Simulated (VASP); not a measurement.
OSZICAR of a VASP run on Br (space group Cmce):

### OSZICAR
```
...
DAV:   5    -0.653877746819E+01   -0.14095E-03   -0.26383E-04   676   0.102E-01    0.188E-02
DAV:   6    -0.653879758583E+01   -0.20118E-04   -0.30723E-05   686   0.363E-02    0.121E-02
DAV:   7    -0.653880611484E+01   -0.85290E-05   -0.57868E-06   692   0.156E-02    0.612E-03
DAV:   8    -0.653880762168E+01   -0.15068E-05   -0.18281E-06   436   0.925E-03    0.141E-03
DAV:   9    -0.653880780521E+01   -0.18353E-06   -0.46592E-07   340   0.415E-03
  21 F= -.65388078E+01 E0= -.65388078E+01  d E =-.119244E-02
       N       E                     dE             d eps       ncg     rms          rms(c)
DAV:   1    -0.657592512784E+01   -0.37118E-01   -0.30773E+00   648   0.973E+00    0.945E-01
DAV:   2    -0.655356466605E+01    0.22360E-01   -0.44891E-02   662   0.143E+00    0.497E-01
DAV:   3    -0.654125537113E+01    0.12309E-01   -0.18755E-02   700   0.818E-01    0.148E-01
DAV:   4    -0.654099196005E+01    0.26341E-03   -0.15395E-03   730   0.235E-01    0.103E-01
DAV:   5    -0.654106740304E+01   -0.75443E-04   -0.15685E-04   672   0.750E-02    0.132E-02
DAV:   6    -0.654107962894E+01   -0.12226E-04   -0.13858E-05   686   0.245E-02    0.843E-03
DAV:   7    -0.654108503508E+01   -0.54061E-05   -0.29539E-06   612   0.113E-02    0.453E-03
DAV:   8    -0.654108654930E+01   -0.15142E-05   -0.11912E-06   386   0.733E-03    0.926E-04
DAV:   9    -0.654108669495E+01   -0.14565E-06   -0.22819E-07   328   0.291E-03
  22 F= -.65410867E+01 E0= -.65410867E+01  d E =-.347133E-02
       N       E                     dE             d eps       ncg     rms          rms(c)
DAV:   1    -0.654367783104E+01   -0.25913E-02   -0.19643E-01   648   0.246E+00    0.253E-01
DAV:   2    -0.654266445536E+01    0.10134E-02   -0.44746E-03   670   0.443E-01    0.120E-01
DAV:   3    -0.654204333314E+01    0.62112E-03   -0.77997E-04   698   0.163E-01    0.390E-02
DAV:   4    -0.654198444980E+01    0.58883E-04   -0.17261E-04   716   0.761E-02    0.193E-02
DAV:   5    -0.654198724974E+01   -0.27999E-05   -0.13541E-05   660   0.229E-02    0.418E-03
DAV:   6    -0.654198745974E+01   -0.20999E-06   -0.13975E-06   382   0.776E-03
  23 F= -.65419875E+01 E0= -.65419875E+01  d E =-.900765E-03
       N       E                     dE             d eps       ncg     rms          rms(c)
DAV:   1    -0.654552747487E+01   -0.35402E-02   -0.36110E-01   648   0.334E+00    0.342E-01
DAV:   2    -0.654367176491E+01    0.18557E-02   -0.82149E-03   670   0.600E-01    0.163E-01
DAV:   3    -0.654253126215E+01    0.11405E-02   -0.14248E-03   696   0.220E-01    0.529E-02
DAV:   4    -0.654242247235E+01    0.10879E-03   -0.32072E-04   716   0.104E-01    0.258E-02
DAV:   5    -0.654242851634E+01   -0.60440E-05   -0.25026E-05   662   0.312E-02    0.568E-03
DAV:   6    -0.654242893743E+01   -0.42108E-06   -0.26827E-06   474   0.106E-02
  24 F= -.65424289E+01 E0= -.65424289E+01  d E =-.134224E-02
       N       E                     dE             d eps       ncg     rms          rms(c)
DAV:   1    -0.654285951496E+01   -0.43100E-03   -0.18966E-02   648   0.769E-01    0.776E-02
DAV:   2    -0.654275675976E+01    0.10276E-03   -0.53968E-04   766   0.150E-01    0.381E-02
DAV:   3    -0.654269374515E+01    0.63015E-04   -0.71503E-05   690   0.504E-02    0.190E-02
DAV:   4    -0.654268693867E+01    0.68065E-05   -0.15004E-05   692   0.233E-02    0.117E-02
DAV:   5    -0.654268698489E+01   -0.46217E-07   -0.19262E-06   368   0.797E-03
  25 F= -.65426870E+01 E0= -.65426870E+01  d E =-.258047E-03
       N       E                     dE             d eps       ncg     rms          rms(c)
DAV:   1    -0.654464507519E+01   -0.19581E-02   -0.17118E-01   648   0.231E+00    0.234E-01
DAV:   2    -0.654371659457E+01    0.92848E-03   -0.48838E-03   768   0.453E-01    0.115E-01
DAV:   3    -0.654314629573E+01    0.57030E-03   -0.64459E-04   690   0.152E-01    0.566E-02
DAV:   4    -0.654308213678E+01    0.64159E-04   -0.13629E-04   692   0.703E-02    0.344E-02
DAV:   5    -0.654308158024E+01    0.55654E-06   -0.18691E-05   670   0.237E-02    0.537E-03
DAV:   6    -0.654308179378E+01   -0.21354E-06   -0.16702E-06   400   0.861E-03
  26 F= -.65430818E+01 E0= -.65430818E+01  d E =-.652856E-03
       N       E                     dE             d eps       ncg     rms          rms(c)
DAV:   1    -0.654312888852E+01   -0.47308E-04   -0.43673E-03   648   0.369E-01    0.377E-02
DAV:   2    -0.654310496982E+01    0.23919E-04   -0.12444E-04   778   0.723E-02    0.185E-02
DAV:   3    -0.654309041315E+01    0.14557E-04   -0.16812E-05   688   0.244E-02    0.916E-03
DAV:   4    -0.654308891283E+01    0.15003E-05   -0.33138E-06   520   0.112E-02    0.553E-03
DAV:   5    -0.654308894966E+01   -0.36837E-07   -0.42896E-07   330   0.414E-03
  27 F= -.65430889E+01 E0= -.65430889E+01  d E =-.660012E-03
       N       E                     dE             d eps       ncg     rms          rms(c)
DAV:   1    -0.654330324414E+01   -0.21433E-03   -0.31336E-02   648   0.975E-01    0.883E-02
DAV:   2    -0.654327170839E+01    0.31536E-04   -0.12780E-03   790   0.221E-01    0.470E-02
DAV:   3    -0.654321957786E+01    0.52131E-04   -0.10465E-04   686   0.543E-02    0.220E-02
DAV:   4    -0.654321504249E+01    0.45354E-05   -0.94960E-06   794   0.169E-02    0.165E-02
DAV:   5    -0.654321341361E+01    0.16289E-05   -0.14173E-06   364   0.808E-03    0.180E-03
DAV:   6    -0.654321358674E+01   -0.17313E-06   -0.10954E-07   330   0.253E-03
  28 F= -.65432136E+01 E0= -.65432136E+01  d E =-.124637E-03
       N       E                     dE             d eps       ncg     rms          rms(c)
DAV:   1    -0.654321426254E+01   -0.84892E-06   -0.97149E-05   652   0.543E-02    0.491E-03
DAV:   2    -0.654321418872E+01    0.73814E-07   -0.39855E-06   692   0.124E-02
  29 F= -.65432142E+01 E0= -.65432142E+01  d E =-.125239E-03
       N       E                     dE             d eps       ncg     rms          rms(c)
DAV:   1    -0.654326519504E+01   -0.50933E-04   -0.57328E-03   648   0.419E-01    0.402E-02
DAV:   2    -0.654327116801E+01   -0.59730E-05   -0.19818E-04   778   0.879E-02    0.161E-02
DAV:   3    -0.654326703870E+01    0.41293E-05   -0.49727E-06   698   0.142E-02    0.920E-03
DAV:   4    -0.654326608369E+01    0.95501E-06   -0.49083E-06   634   0.132E-02
  30 F= -.65432661E+01 E0= -.65432661E+01  d E =-.518950E-04
       N       E                     dE             d eps       ncg     rms          rms(c)
DAV:   1    -0.654332145392E+01   -0.54415E-04   -0.28132E-02   648   0.928E-01    0.881E-02
DAV:   2    -0.654334930174E+01   -0.27848E-04   -0.96975E-04   780   0.194E-01    0.357E-02
DAV:   3    -0.654332870638E+01    0.20595E-04   -0.24423E-05   720   0.314E-02    0.205E-02
DAV:   4    -0.654332361967E+01    0.50867E-05   -0.24462E-05   692   0.295E-02    0.526E-03
DAV:   5    -0.654332392970E+01   -0.31004E-06   -0.16470E-06   362   0.826E-03
  31 F= -.65433239E+01 E0= -.65433239E+01  d E =-.109741E-03
       N       E                     dE             d eps       ncg     rms          rms(c)
DAV:   1    -0.654358143713E+01   -0.25782E-03   -0.12891E-02   648   0.633E-01    0.758E-02
DAV:   2    -0.654343427053E+01    0.14717E-03   -0.36737E-04   692   0.119E-01    0.357E-02
DAV:   3    -0.654338069933E+01    0.53571E-04   -0.12570E-04   670   0.597E-02    0.247E-02
DAV:   4    -0.654337916737E+01    0.15320E-05   -0.28031E-06   594   0.106E-02    0.181E-02
DAV:   5    -0.654337770451E+01    0.14629E-05   -0.38264E-06   550   0.122E-02    0.166E-03
DAV:   6    -0.654337782788E+01   -0.12337E-06   -0.19021E-07   324   0.301E-03
  32 F= -.65433778E+01 E0= -.65433778E+01  d E =-.538982E-04
       N       E                     dE             d eps       ncg     rms          rms(c)
DAV:   1    -0.654360097129E+01   -0.22327E-03   -0.13039E-02   648   0.637E-01    0.761E-02
DAV:   2    -0.654345185779E+01    0.14911E-03   -0.37079E-04   692   0.120E-01    0.360E-02
DAV:   3    -0.654339759867E+01    0.54259E-04   -0.12748E-04   668   0.601E-02    0.250E-02
DAV:   4    -0.654339605712E+01    0.15416E-05   -0.28234E-06   600   0.106E-02    0.182E-02
DAV:   5    -0.654339457884E+01    0.14783E-05   -0.38214E-06   550   0.122E-02    0.165E-03
DAV:   6    -0.654339470245E+01   -0.12361E-06   -0.19028E-07   326   0.301E-03
  33 F= -.65433947E+01 E0= -.65433947E+01  d E =-.707727E-04
       N       E                     dE             d eps       ncg     rms          rms(c)
DAV:   1    -0.654344582952E+01   -0.51251E-04   -0.34764E-03   648   0.327E-01    0.427E-02
DAV:   2    -0.654343069136E+01    0.15138E-04   -0.10530E-04   672   0.663E-02    0.157E-02
DAV:   3    -0.654342354962E+01    0.71417E-05   -0.97750E-06   736   0.176E-02    0.105E-02
DAV:   4    -0.654342198600E+01    0.15636E-05   -0.33110E-06   450   0.108E-02    0.578E-03
DAV:   5    -0.654342188692E+01    0.99076E-07   -0.54348E-07   326   0.485E-03
  34 F= -.65434219E+01 E0= -.65434219E+01  d E =-.271845E-04
       N       E                     dE             d eps       ncg     rms          rms(c)
DAV:   1    -0.654368574320E+01   -0.26376E-03   -0.31274E-02   648   0.980E-01    0.129E-01
DAV:   2    -0.654354739952E+01    0.13834E-03   -0.94837E-04   672   0.199E-01    0.469E-02
DAV:   3    -0.654348255050E+01    0.64849E-04   -0.87826E-05   736   0.529E-02    0.313E-02
DAV:   4    -0.654346909056E+01    0.13460E-04   -0.31393E-05   732   0.323E-02    0.177E-02
DAV:   5    -0.654346870062E+01    0.38995E-06   -0.33746E-06   540   0.113E-02
  35 F= -.65434687E+01 E0= -.65434687E+01  d E =-.739982E-04
```

Question: Which electronic solver shows in the log?

Answer: It is blocked Davidson (ALGO = Normal, or the opening steps of other solvers). The INCAR had ALGO = Normal.

Question: Can the final energy be trusted as converged?

Answer: The calculation finished and met its thresholds. It stopped with EDIFF = 1E-6, NELM = 100, NSW = 50 and EDIFFG = -0.01 after 35 ionic steps (PBE GGA, plane waves, VASP's PBE PAW potentials (set 64)). Energy and stress use the plane-wave basis of the starting cell.

The structure is a typed Br crystal. This run relaxes it. Symmetry was kept, so distortions that lower it aren't found. The run is one of a series of settings (EDIFFG = -0.01, IBRION = 2, ISIF = 3, NSW = 50 against the base run), some of them coarse on purpose.
